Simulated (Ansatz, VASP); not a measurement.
# Cross-check of Te (Tellurium) between VASP and Ansatz

Aim: how closely do two programs agree when they are given the same cell, functional and k mesh? The cell is taken from a series of VASP runs on this material, whose earlier steps may have relaxed, scaled or displaced it; both programs get it as it stands.

Method: plane waves, with VASP 6.6.1 beside it; band structure at r2SCAN, single point at r2SCAN and band structure at r2SCAN, spin-orbit coupling, in Ansatz 0.2.0.

## Step 1: The starting structure

The structure is trigonal, space group P3_121 (No. 152). The conventional cell has a = 4.605 Å, b = 4.605 Å, c = 5.919 Å, α = 90.00°, β = 90.00°, γ = 120.00°. Nearest to Te lie 2 Te at 2.83 Å.

## Step 2: Ansatz: band structure, r2SCAN

Ansatz runs on its default PAW (the set named soft_2) files.

The same path points are solved in both programs, so levels can be compared one by one.

The input, input.yaml:

```yaml
crystal:
  lattice:
    - [4.6053105293, 0.0, 0.0]
    - [-2.3026552646, 3.9883159107, 0.0]
    - [0.0, 0.0, 5.9185311832]
  atoms:
    - { symbol: Te, position: [0.2547234923, 0.0, 0.3333333333] }
    - { symbol: Te, position: [0.0, 0.2547234923, 0.6666666667] }
    - { symbol: Te, position: [0.7452765077, 0.7452765077, 0.0] }
hamiltonian:
  xc: r2scan
  pseudopotentials: { kind: paw }
kpoints:
  mp_grid: { grid: [5, 5, 4] }
  band_path:
    path:
      - [0.0, 0.0, 0.0]
      - [0.13333, 0.0, 0.0]
      - [0.3, 0.0, 0.0]
      - [0.46667, 0.0, 0.0]
      - [0.46667, 0.06667, 0.0]
      - [0.41111, 0.17778, 0.0]
      - [0.35556, 0.28889, 0.0]
      - [0.28889, 0.28889, 0.0]
      - [0.17778, 0.17778, 0.0]
      - [0.06667, 0.06667, 0.0]
      - [0.0, 0.0, 0.03333]
      - [0.0, 0.0, 0.2]
      - [0.0, 0.0, 0.36667]
      - [0.0, 0.0, 0.5]
      - [0.16667, 0.0, 0.5]
      - [0.3, 0.0, 0.5]
      - [0.46667, 0.0, 0.5]
      - [0.46667, 0.06667, 0.5]
      - [0.41111, 0.17778, 0.5]
      - [0.36667, 0.26667, 0.5]
      - [0.35556, 0.28889, 0.5]
      - [0.33333, 0.33333, 0.5]
      - [0.28889, 0.28889, 0.5]
      - [0.17778, 0.17778, 0.5]
      - [0.06667, 0.06667, 0.5]
      - [0.5, 0.0, 0.46667]
      - [0.5, 0.0, 0.3]
      - [0.5, 0.0, 0.13333]
      - [0.33333, 0.33333, 0.0]
      - [0.33333, 0.33333, 0.16667]
      - [0.33333, 0.33333, 0.33333]
      - [0.33333, 0.33333, 0.5]
    npoints: 1
scf:
  occupations: { method: gaussian, width: 0.05 }
  n_extra_bands: 7
output:
  forces: true
  stress: true
  eigenvalues: true
  write_density: true
  write_potential: true
  elf: true
  volumetric_format: npy
```

Run with:

```sh
$ ansatz run input.yaml --threads 2 --pin off --max-ram 4608MiB --backend cpu --events-out ev --progress --plain --runs-dir out
```

Numbers of over 12 decimals in the logs are rounded to 6 here.

The program printed:

```text
scf.n_extra_bands = 7 over 24 filled bands (N_el = 48.0): the run solves 31 bands
Engine: ansatz 0.2.0, x86_64-unknown-linux-gnu
Pseudopotentials: kind: paw
Pseudopotential: Te, paw, valence charge 16, recommended cutoff 500 eV (meta_gga), Te.paw.azcp
Functional definition: r2SCAN
  parameter k0 = 0.174
  parameter k1 = 0.065
  parameter a1 = 4.9479
  exchange = r2scan_x(k0 = k0, k1 = k1, a1 = a1)
  correlation = r2scan_c
Crystal: 3 atoms, lattice volume = 108.708 Å³
Basis set: ecut = 500 eV, 2763 PW (Γ), exchange–correlation on 144×144×180 points (64 copies of the dense FFT grid, shifted against one another)
Bands: 31, of which v1, the nominal top of the filled ones, is band 24 counted from 1 (23 counted from 0)
Symmetry: 6 space group operations
Space group: P3121 (ITA 152), of the structure as read, at distance tolerance 4.8e-5 Å
k-points: 17 of 100 (time reversal used)
Non-local potential: Te, projectors of the file, l = 0: 2, l = 1: 2, l = 2: 2, l = 3: 2
PAW form: soft (Blöchl's): semilocal exchange-correlation on the pseudo side does not see the compensation charge
PAW frozen core: Te, regenerated for the run's functional (the file was generated under x = pbe(κ = 0.804, μ = 0.219515), c = pbe(β = 0.066725))
PAW one-centre angular grid: Te, 590 points (default); XC on 160 Gauss nodes
Initial density: superposition of atomic densities (neutral atoms: chi_scale 0, normalization atom), corrected by the library's trained network
Initial wavefunctions: pseudopotential atomic-orbital guess
Functional: x = r2scan, c = r2scan; τ floored in thin density (d = 2e-4 eV/Å³)
SCF iter   1: F=—  HF=-20984.454955 eV  |F-HF|=—  |Δ(HF+E_count)|=         —  Δρ=3.06e-3  dr2=7.79e-3  dr2_τ=3.32e-3  ethr=1.77e-3  ⟨swp⟩=8.5  Hψ=2663  notcnv=0  defer=1
preconditioner: auto → Resta (q_TF=auto, 2.381 Å⁻¹)  ε∞=3.2  [insulator: Δε(μ)=0.783 eV  Ē_g=10.253 eV  σ=0.050 eV  W_gap=1.00  n_scr=22 (ndim 8)  ℏωp=15.1 eV  f_vac=0.042  D(μ)=0.00/eV (n_scr^D=0)  ε∞_Penn≈3.2]
SCF iter   2: F=—  HF=-20984.465253 eV  |F-HF|=—  |Δ(HF+E_count)|=   1.03e-2  Δρ=1.78e-3  dr2=2.21e-3  dr2_τ=3.62e-5  ethr=1.62e-5  ⟨swp⟩=3.0  Hψ=1151  notcnv=0  defer=39
SCF iter   3: F=—  HF=-20984.466592 eV  |F-HF|=—  |Δ(HF+E_count)|=   1.34e-3  Δρ=5.31e-4  dr2=1.86e-4  dr2_τ=1.81e-5  ethr=4.61e-6  ⟨swp⟩=2.0  Hψ=912  notcnv=0  defer=39
SCF iter   4: F=—  HF=-20984.466560 eV  |F-HF|=—  |Δ(HF+E_count)|=   3.20e-5  Δρ=1.77e-4  dr2=2.13e-5  dr2_τ=6.81e-7  ethr=3.87e-7  ⟨swp⟩=2.0  Hψ=896  notcnv=0  defer=39
SCF iter   5: F=—  HF=-20984.466577 eV  |F-HF|=—  |Δ(HF+E_count)|=   1.77e-5  Δρ=2.42e-5  dr2=5.13e-7  dr2_τ=1.87e-8  ethr=4.44e-8  ⟨swp⟩=2.0  Hψ=896  notcnv=0  defer=39
SCF iter   6: F=-20984.466578 eV  HF=-20984.466578 eV  |F-HF|=3.41e-8  |Δ(HF+E_count)|=   6.23e-7  Δρ=7.61e-6  dr2=7.63e-8  dr2_τ=3.45e-9  ethr=2.08e-10  ⟨swp⟩=15.2  Hψ=4271  notcnv=0
SCF 1 converged in 6 iterations: F = -20984.466578 eV  dr2 = 7.63e-8
  greatest PAW one-centre occupation: 0.997 electrons in one spin orbital (limit 2), on the Te atom at site 1 (counted from 0), in its partial waves of l = 2
NSCF: frozen V_eff on 32 k-points
SCF converged after 6 iterations
Free energy (F): -20984.466578 eV
Harris-Foulkes:  -20984.466578 eV  (|F-HF|=3.41e-8)
Internal energy: -20984.466578 eV  (E = F + TS)
E sigma→0 (E₀):  -20984.466578 eV
Fermi energy:    7.984671 eV
--- Per-component energies (eV) ---
  E_band       = -877.083456
  E_kinetic    = 538.302874
  E_local      = -4056.788577  (includes V_loc(G=0)·N_el)
  E_nonlocal   = -931.570033
  E_hartree    = 2529.193811
  E_xc         = -343.943573
  E_vxc        = -332.922260  (∫ρ·V_xc dr)
  E_paw        = -14058.541978  (= ΣΔE_a)
  E_vpaw       = -1172.961268  (= ΣTr[D̂ρ^β])
  E_aug_tail   = -0.000107  (compensation charges beyond the density's cutoff)
  E_vtau       = 20.478887  (kinetic-family band-sum trace: ∫τ·v_τ [+ j·A + Jᵃ·Aᵃ] dr)
  E_ewald      = -4661.973560
  E_core_change = 0.854566  (= ΣΔE_core)
  E_smearing   = -0.000000  (= −TS)
  E_closure    = -0.000000  (closes the sum)
  Σ components = -20984.466578   (vs F -20984.466578, Δ=0.00e0)
--- Forces (eV/Å), atoms counted from 1 ---
  atom   1  Te    -0.02579973     0.00000000     0.00000000
  atom   2  Te     0.01289986    -0.02234322    -0.00000000
  atom   3  Te     0.01289986     0.02234322     0.00000000
  max |Σ_I F_I| component: 1.73e-17 eV/Å
--- Stress (GPa, compression-positive) ---
        0.005927       0.000000       0.000000
        0.000000       0.005927      -0.000000
        0.000000      -0.000000      -0.072766
  P = ⅓ Tr σ = -0.0203 GPa (-0.203 kbar)
--- Band table (eV; the first three rows and the last of 17) ---
  k-point 0: bands = [... 20 lower, 4.6412, 5.9472, 5.9472, 6.9471, 8.8477, 8.8477, 9.3815, 13.0763, ... 3 higher]
  k-point 1: bands = [... 20 lower, 4.9606, 6.0420, 6.1157, 6.8052, 8.5719, 8.6056, 8.9602, 12.7309, ... 3 higher]
  k-point 2: bands = [... 20 lower, 4.8497, 6.2477, 6.4246, 6.4246, 8.3814, 8.4956, 8.4956, 12.3607, ... 3 higher]
  k-point 16: bands = [... 20 lower, 3.1459, 6.3441, 6.6866, 7.5823, 8.5448, 9.4798, 9.7740, 13.1904, ... 3 higher]
```

Elapsed: 14 s, on 2 threads of Intel Xeon Platinum 8375C at 2.90GHz (Ice Lake), shared host; peak memory 0.62 GiB; 16 s of CPU time.

## Step 3: VASP: band structure, r2SCAN

The same cell, functional, mesh and smearing now go to VASP, with its own data sets and cutoff.

Lines of VASP's logs that name or quote its potential files are left out, and so is its time.

The input, INCAR:

```
SYSTEM = Te
PREC = Accurate
ENCUT = 400
EDIFF = 1E-06
NELM = 100
ISMEAR = 0
SIGMA = 0.05
LREAL = .FALSE.
ALGO = Normal
METAGGA = R2SCAN
LASPH = .TRUE.
NBANDS = 22
LORBIT = 11
LWAVE = .FALSE.
LCHARG = .FALSE.
KPAR = 2
```

The input, POSCAR:

```
Te
1.0
    4.6053105293      0.0000000000      0.0000000000
   -2.3026552646      3.9883159107      0.0000000000
    0.0000000000      0.0000000000      5.9185311832
Te
3
Direct
    0.2547234923      0.0000000000      0.3333333333
    0.0000000000      0.2547234923      0.6666666667
    0.7452765077      0.7452765077      0.0000000000
```

The input, KPOINTS:

```
Automatic mesh
0
Gamma
5 5 4
0 0 0
```

The input, KPOINTS_OPT:

```
Line mode
16
Line-mode
Reciprocal
  0.00000000   0.00000000   0.00000000 GAMMA
  0.50000000   0.00000000   0.00000000 M

  0.50000000   0.00000000   0.00000000 M
  0.33333333   0.33333333   0.00000000 K

  0.33333333   0.33333333   0.00000000 K
  0.00000000   0.00000000   0.00000000 GAMMA

  0.00000000   0.00000000   0.00000000 GAMMA
  0.00000000   0.00000000   0.50000000 A

  0.00000000   0.00000000   0.50000000 A
  0.50000000   0.00000000   0.50000000 L

  0.50000000   0.00000000   0.50000000 L
  0.33333333   0.33333333   0.50000000 H

  0.33333333   0.33333333   0.50000000 H
  0.00000000   0.00000000   0.50000000 A

  0.50000000   0.00000000   0.50000000 L
  0.50000000   0.00000000   0.00000000 M

  0.33333333   0.33333333   0.00000000 K
  0.33333333   0.33333333   0.50000000 H
```

PAW data sets: Te (PBE family, release 64).

Run with:

```sh
$ mpirun -np 2 vasp_std
```

The program printed:

```text
[banner, memory and clock lines left out]
running    2 mpi-ranks, on    1 nodes
 distrk:  each k-point on    1 cores,    2 groups
 distr:  one band on    1 cores,    1 groups

 POSCAR found type information on POSCAR Te
 POSCAR found :  1 types and       3 ions
|                                                                             |
|               ----> ADVICE to this user running VASP <----                  |
|                                                                             |
|     You enforced a specific xc type in the INCAR file but a different       |
|     [... a line on the potential file left out ...]
|     I HOPE YOU KNOW WHAT YOU ARE DOING!                                     |
|                                                                             |

 LDA part: xc-table for (None), standard interpolation
 POSCAR, INCAR and KPOINTS ok, starting setup
 FFT: planning ... GRIDC
 FFT: planning ... GRID_SOFT
 FFT: planning ... GRID
 WAVECAR not read
 entering main loop
       N       E                     dE             d eps       ncg     rms          rms(c)
DAV:   1    -0.910802022737E+01   -0.91080E+01   -0.53871E+03   748   0.539E+02
DAV:   2    -0.752017960095E+02   -0.66094E+02   -0.63012E+02   956   0.105E+02
DAV:   3    -0.792566983431E+02   -0.40549E+01   -0.40224E+01   916   0.264E+01
DAV:   4    -0.793202603941E+02   -0.63562E-01   -0.63554E-01   910   0.391E+00
DAV:   5    -0.793215376854E+02   -0.12773E-02   -0.12773E-02   952   0.512E-01    0.953E+00
DAV:   6    -0.762195071478E+02    0.31020E+01   -0.40117E-01   748   0.352E+00    0.695E+00
DAV:   7    -0.762450609121E+02   -0.25554E-01   -0.82343E-02   938   0.150E+00    0.184E+00
DAV:   8    -0.762417080253E+02    0.33529E-02   -0.11090E-02   808   0.504E-01    0.128E-01
DAV:   9    -0.762418188451E+02   -0.11082E-03   -0.62035E-04   944   0.113E-01    0.870E-02
DAV:  10    -0.762419892924E+02   -0.17045E-03   -0.17707E-04   820   0.685E-02    0.295E-02
DAV:  11    -0.762420114283E+02   -0.22136E-04   -0.31294E-05   914   0.290E-02    0.685E-03
DAV:  12    -0.762420107006E+02    0.72773E-06   -0.19215E-06   844   0.703E-03
   1 F= -.76242011E+02 E0= -.76242011E+02  d E =-.229567E-13
 Start KPOINTS_OPT (optional k-point list driver)
k-point batch [1-17\144]
       N       E                     dE             ncg
DAV:   1     0.103814498137E+04   -0.27565E+04      748
DAV:   2    -0.106688640336E+03   -0.11448E+04     1012
DAV:   3    -0.179616246175E+03   -0.72928E+02      874
DAV:   4    -0.180851166289E+03   -0.12349E+01      962
DAV:   5    -0.180878121213E+03   -0.26955E-01      950
DAV:   6    -0.180879253387E+03   -0.11322E-02     1020
DAV:   7    -0.180879256555E+03   -0.31680E-05      904
DAV:   8    -0.180879256599E+03   -0.44285E-07      624
[...]
k-point batch [137-144\144]
       N       E                     dE             ncg
DAV:   1     0.464399762838E+04   -0.33381E+04      352
DAV:   2     0.412091056626E+04   -0.52309E+03      474
DAV:   3     0.409037031758E+04   -0.30540E+02      448
DAV:   4     0.408983158419E+04   -0.53873E+00      470
DAV:   5     0.408982347001E+04   -0.81142E-02      448
DAV:   6     0.408982310249E+04   -0.36752E-03      478
DAV:   7     0.408982308963E+04   -0.12864E-04      408
DAV:   8     0.408982308892E+04   -0.70425E-06      334
```

Parts of OUTCAR (step 3):

```text
ion  position               nearest neighbor table
   1  0.255  0.000  0.333-   3 2.83   2 2.83   3 3.61   3 3.61   2 3.61   2 3.61
   2  0.000  0.255  0.667-   3 2.83   1 2.83   3 3.61   3 3.61   1 3.61   1 3.61
   3  0.745  0.745  0.000-   2 2.83   1 2.83   2 3.61   1 3.61   1 3.61   2 3.61

  LATTYP: Found a hexagonal cell.
 ALAT       =     4.6053105293
 C/A-ratio  =     1.2851535517

 Subroutine GETGRP returns: Found  6 space group operations
 (whereof  2 operations were pure point group operations)

The static configuration has the point symmetry C_2 .
 The point group associated with its full space group is D_3 .

 Found     17 irreducible k-points:

   k-points           NKPTS =     17   k-points in BZ     NKDIM =     17   number of bands    NBANDS=     22

   dimension x,y,z NGX =    30 NGY =   30 NGZ =   40
   dimension x,y,z NGXF=    60 NGYF=   60 NGZF=   80

   ENCUT  =  400.0 eV  29.40 Ry    5.42 a.u.   7.51  7.51  9.65*2*pi/ulx,y,z

   NELECT =      18.0000    total number of electrons

 k-points in reciprocal lattice and weights: Automatic mesh
   0.00000000  0.00000000  0.00000000       0.010
   0.20000000 -0.00000000  0.00000000       0.060
   0.40000000  0.00000000  0.00000000       0.060
   0.20000000  0.20000000  0.00000000       0.060
   0.40000000  0.20000000  0.00000000       0.060
   0.00000000  0.00000000  0.25000000       0.020
   0.20000000 -0.00000000  0.25000000       0.060
   0.00000000  0.20000000  0.25000000       0.060
   0.40000000  0.00000000  0.25000000       0.060
[...]
0.20000000  0.20000000  0.50000000       0.060
   0.40000000  0.20000000  0.50000000       0.060

 average (electrostatic) potential at core
       1 -94.7456       2 -94.7456       3 -94.7456

 E-fermi :   5.2056

 k-point     1 :       0.0000    0.0000    0.0000
  band No.  band energies     occupation
    ...
      5       2.0102      2.00000
      6       2.0102      2.00000
      7       3.3111      2.00000
      8       3.3111      2.00000
      9       4.3171      2.00000
     10       6.2007      0.00000
     11       6.2007      0.00000
     12       6.7511      0.00000
     13      10.4088      0.00000
     14      10.4088      0.00000
    ...

 k-point     2 :       0.2000   -0.0000    0.0000
  band No.  band energies     occupation
    ...
      5       1.3126      2.00000
      6       1.7520      2.00000
      7       3.5920      2.00000
      8       3.9015      2.00000
      9       4.1402      2.00000
     10       6.1627      0.00000
     11       6.2720      0.00000
     12       6.8523      0.00000
     13       9.7753      0.00000
     14      10.4639      0.00000
    ...

 k-point     3 :       0.4000    0.0000    0.0000
  band No.  band energies     occupation
    ...
      5       0.7060      2.00000
      6       1.4561      2.00000
      7       2.2623      2.00000
      8       3.7728      2.00000
      9       4.0797      2.00000
     10       6.2403      0.00000
     11       6.4035      0.00000
     12       8.4588      0.00000
     13       8.8320      0.00000
     14      11.7936      0.00000
    ...

  Total        0.0097364      0.0097364     -0.0098775      0.0000000      0.0000000      0.0000000
  in kB        0.1434989      0.1434989     -0.1455778      0.0000000      0.0000000      0.0000000
  external PRESSURE =       0.0471400 kB  Pullay stress =       0.0000000 kB

  energy-cutoff  :      400.00
  volume of cell :      108.71
      direct lattice vectors                 reciprocal lattice vectors
     4.605310529  0.000000000  0.000000000     0.217140624  0.125366197  0.000000000
    -2.302655265  3.988315911  0.000000000     0.000000000  0.250732395  0.000000000
     0.000000000  0.000000000  5.918531183     0.000000000  0.000000000  0.168960840

 POSITION                                       TOTAL-FORCE (eV/Angst)
 -----------------------------------------------------------------------------------
      1.17308      0.00000      1.97284         0.004466      0.000000      0.000000
     -0.58654      1.01592      3.94569        -0.002233      0.003868     -0.000000
      1.71611      2.97240      0.00000        -0.002233     -0.003868     -0.000000
 -----------------------------------------------------------------------------------
    total drift:                                0.000001      0.000001      0.000000

  FREE ENERGIE OF THE ION-ELECTRON SYSTEM (eV)
  ---------------------------------------------------
  free  energy   TOTEN  =       -76.2420107006 eV

  energy  without entropy=      -76.2420107006  energy(sigma->0) =      -76.24201070

 total charge
# of ion       s       p       d       tot
------------------------------------------
    1        1.432   1.849   0.041   3.321
    2        1.432   1.849   0.041   3.321
    3        1.432   1.849   0.041   3.321
--------------------------------------------------
tot          4.296   5.547   0.122   9.964

[... 3 further parts left out ...]
```

Spin-orbit coupling is off here; with elements this heavy it splits and shifts levels by tenths of an eV or more. The PAW data sets were made with PBE, which is usual practice but a small mismatch for other functionals.

## Step 4: Side by side

Known differences besides the potentials themselves: VASP keeps PBE cores, Ansatz makes them for the functional; the data sets hold 48 valence electrons in Ansatz (default PAW (the set named soft_2) files) and 18 in VASP; the cutoff is 500 eV in Ansatz and 400 eV in VASP. Total energies have different zeros and are not compared.

The two programs side by side:

```
                     quantity  Ansatz   VASP  difference
               pressure (GPa)   -0.02   0.00       -0.03
gap over the path points (eV)   0.512  0.478      +0.034
```

Levels at points of the path, from each program's valence-band top (eV; 4 filled, then empty):

```
k (reciprocal lattice)                                  Ansatz                                    VASP
     0.000 0.000 0.000  -2.97 -1.66 -1.66 -0.66 1.24 1.24 1.77  -2.97 -1.67 -1.67 -0.66 1.22 1.22 1.77
     0.133 0.000 0.000  -3.07 -1.46 -1.14 -0.68 1.10 1.23 1.75  -3.07 -1.47 -1.15 -0.68 1.08 1.21 1.75
     0.300 0.000 0.000  -3.44 -1.93 -1.17 -0.86 1.25 1.44 2.63  -3.45 -1.94 -1.18 -0.87 1.24 1.42 2.62
     0.467 0.000 0.000  -3.45 -3.09 -1.22 -0.90 1.27 1.43 3.75  -3.45 -3.10 -1.23 -0.91 1.26 1.42 3.73
     0.467 0.067 0.000  -3.38 -3.15 -1.36 -1.08 1.41 1.63 3.82  -3.38 -3.15 -1.36 -1.09 1.39 1.62 3.81
     0.411 0.178 0.000  -3.20 -3.04 -1.94 -1.76 2.05 2.43 3.61  -3.20 -3.05 -1.94 -1.76 2.03 2.42 3.60
     0.356 0.289 0.000  -2.92 -2.89 -2.57 -2.25 2.76 2.98 3.33  -2.93 -2.90 -2.57 -2.26 2.74 2.97 3.33
     0.289 0.289 0.000  -3.08 -2.71 -2.45 -2.17 2.60 2.96 3.21  -3.08 -2.72 -2.45 -2.17 2.59 2.95 3.21
     0.178 0.178 0.000  -3.08 -1.86 -1.45 -1.39 1.79 1.93 2.27  -3.09 -1.87 -1.45 -1.40 1.77 1.91 2.27
     0.067 0.067 0.000  -2.96 -1.56 -1.17 -0.65 1.07 1.24 1.76  -2.96 -1.57 -1.18 -0.65 1.05 1.23 1.75
```

At this near-relaxed geometry the largest component of a force difference is 30 meV/Å. Among the levels compared at these points, filled levels agree within 18 meV and empty ones within 34 meV. Ansatz's pressure holds a Pulay correction of 0.02 GPa; VASP's holds none.

## Step 5: Further runs

Further runs change the set-up of one program: Ansatz's method, potentials or start, or VASP's data sets, cutoff or form of LDA. The table gives Ansatz less VASP for each quantity, since a change that brings one quantity closer may part another.

```
                                        run  r.m.s. force difference (meV/Å)  pressure (GPa)  gap over the path points (eV)
                                   as above                               17          -0.025                          0.034
                       cores kept as stored                               17          -0.023                          0.034
          Ansatz's all-electron LAPW method                               21          -0.022                          0.040
    Ansatz's larger PAW set (cutoff 430 eV)                               19          -0.022                          0.036
norm-conserving potentials (cutoff 1230 eV)                               23          -0.041                          0.041
```

(Continued in part 2 of 2.)

[Lines on the potential files, build, host, timing and source positions are cut from VASP's logs without a mark.]

[Logs are printed without paths, hosts, clocks, repeated set-up lines and the standing remarks that a program may print on its own settings, such as how far it seeks lower states.]

[Hosts, paths, dates, database ids (printed as entryN), source tags and the programs' standing remarks are cut or masked in the printed files.]
